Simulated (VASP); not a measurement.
These are PBE GGA + U (Dudarev), VASP's PBE PAW potentials (set 64) (plane waves; VASP) values and carry that method's errors.

VASP ran on this input.

KPOINTS:
```
Regular mesh
0
G
 13 13 11
```

POSCAR:
```
WC
1.0
  1.4841000000  -2.5705370000   0.0000000000
  1.4841000000   2.5705370000   0.0000000000
  0.0000000000   0.0000000000   2.8968000000
W C
1 1
Cart
  0.0000000000   0.0000000000   0.0000000000
  1.4841000000   0.8568473804   1.4484000000
```

INCAR:
```
# general
SYSTEM     =  WC
PREC       =  Accurate
ENCUT      =  520
LREAL      =  F   # projection in real space or not
LASPH      =  T

# electronic loop
EDIFF      =  1E-6   # SCF stop (eV)
NELM       =  100
ALGO       =  Normal   # blocked Davidson
LMAXMIX    =  6   # l cut-off of mixed one-centre charges

# smearing
ISMEAR     =  1   # Methfessel-Paxton
SIGMA      =  0.1   # width (eV)

# functional
GGA        =  PE

# DFT+U
LDAU       =  T
LDAUTYPE   =  2   # Dudarev
LDAUL      =  2 -1
LDAUU      =  4.0 0
LDAUJ      =  0 0
LDAUPRINT  =  1

# ions
ISIF       =  2

# output
LWAVE      =  F
LCHARG     =  F
LORBIT     =  10
```

POTCAR, in this order: W_sv C (PBE.64 set). Program: vasp_std.

Unless said otherwise, spin-orbit coupling is left out, though it shifts the bands of the heavy elements here.

**Question.** Estimate the energy per atom (σ→0), pressure, band gap (on the k-mesh).

**Answer.** 
The energy per atom (σ→0) comes out as -8.990 eV/atom and the band gap (on the k-mesh) is none (metal, semimetal or under 0.01 eV). The pressure is -8.41 GPa.

OSZICAR:
```
...
DAV:   7    -0.180131125208E+02    0.69556E-01   -0.44868E-01  3416   0.567E+00    0.449E+00
DAV:   8    -0.179816173428E+02    0.31495E-01   -0.11301E-01  3666   0.290E+00    0.793E-01
DAV:   9    -0.179798742766E+02    0.17431E-02   -0.79108E-03  3582   0.630E-01    0.172E-01
DAV:  10    -0.179797678145E+02    0.10646E-03   -0.63727E-04  3696   0.294E-01    0.796E-02
DAV:  11    -0.179797589437E+02    0.88708E-05   -0.59024E-05  3639   0.634E-02    0.949E-03
DAV:  12    -0.179797572857E+02    0.16580E-05   -0.57027E-06  3551   0.215E-02    0.206E-03
DAV:  13    -0.179797572905E+02   -0.48285E-08   -0.10488E-07  1703   0.336E-03
   1 F= -.17979757E+02 E0= -.17979756E+02  d E =-.477711E-05
```

The compound is WC in the wc structure. The cell was not relaxed at this level. The run is one of a series of settings (LDAU = .TRUE., LDAUJ = 0 0, LDAUL = 2 -1, LDAUTYPE = 2, LDAUU = 4.0 0 against the base run), some of them coarse on purpose.
